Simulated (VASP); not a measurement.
Here is a VASP 6.6.1 calculation.

The input INCAR:

```
SYSTEM = Sr3Ta2RhO9
ALGO = Fast ; EDIFF = 1E-6
ENCUT = 520 ; GGA = PE
ISIF = 2 ; ISMEAR = -1
LASPH = .True. ; LCHARG = .False.
LREAL = Auto ; LWAVE = .False.
NBANDS = 74 ; NELM = 100
PREC = Accurate ; SIGMA = 0.1
```

Contents of KPOINTS:

```
k-points
0
Gamma
  3 3 3
  0 0 0
```

POSCAR

```
Sr3Ta2RhO9
1.0
    5.7663250000     -0.5699250000      0.1331920000
    0.9730860000      6.0781310000      0.1665380000
   -1.9651950000     -0.5933780000      5.4800490000
Sr Rh Ta O
3 1 2 9
Direct
    0.5235143597      0.4023684007      0.3138706327
    0.8481751511      0.2247941841      0.9427098337
    0.2690740866      0.3244867126      0.7480993539
    0.4870943157      0.8495428775      0.7526242488
    0.9495987873      0.7731486924      0.7644266322
    0.1406005891      0.8401796053      0.3522458093
    1.0411766147      0.1666242685      0.2942804584
    0.7901728425      0.7552497440      0.0837318274
    0.6972398027      0.5927212556      0.5847689726
    1.2054937208      0.6422732898      0.6008028343
    0.4777635957      0.0519870854      0.5174962643
    0.5463940822      0.4838126579     -0.0641411259
    0.3315115380      0.0831939615      1.1232723210
    0.0336991158      0.5210827540      0.1155271545
    0.9398728122      0.9599200848      0.5768414278
```

Potentials or basis: VASP PAW PBE potentials, release 64 (Sr_sv, Rh_pv, Ta_pv, O).

Command:

```console
$ cat potpaw_PBE.64/Sr_sv/POTCAR potpaw_PBE.64/Rh_pv/POTCAR potpaw_PBE.64/Ta_pv/POTCAR potpaw_PBE.64/O/POTCAR > POTCAR
$ mpirun -np 1 vasp_std > vasp.out
```

Question: Predict the largest force.

Answer: 11.204 eV/Å.

Question: Estimate the pressure.

Answer: 26.4 GPa.

Question: What does it give for the band gap on the k mesh?

Answer: None (metal or under the smearing width).

Forces on the atoms (eV/Å):
```
Sr  -2.621 -3.910 -6.060
Sr  -0.738  0.100 -2.255
Sr  -5.479 -4.457 -3.584
Rh   0.758 -1.571  3.403
Ta  -3.104 -7.868  7.348
Ta   1.114  5.129 -3.159
O   -1.261 -2.254  3.055
O    2.400  4.258 -0.556
O    3.402  3.501  6.154
O   -2.275  0.162 -0.715
O   -1.310 -0.805  0.317
O    2.699  1.339  3.252
O   -0.654 -2.496 -4.383
O    5.297  2.122  1.397
O    1.774  6.749 -4.214
```

Caveat: the k mesh is coarse (spacing up to 0.38 Å⁻¹), so the values aren't converged; so large a pressure means that the cell lies far from this level's equilibrium, or that cutoff or potentials fall short; an odd number of electrons without spin polarisation forces a metal; a magnetic or distorted state may lie lower. Spin-orbit coupling is left out, which matters for the levels of Ta.
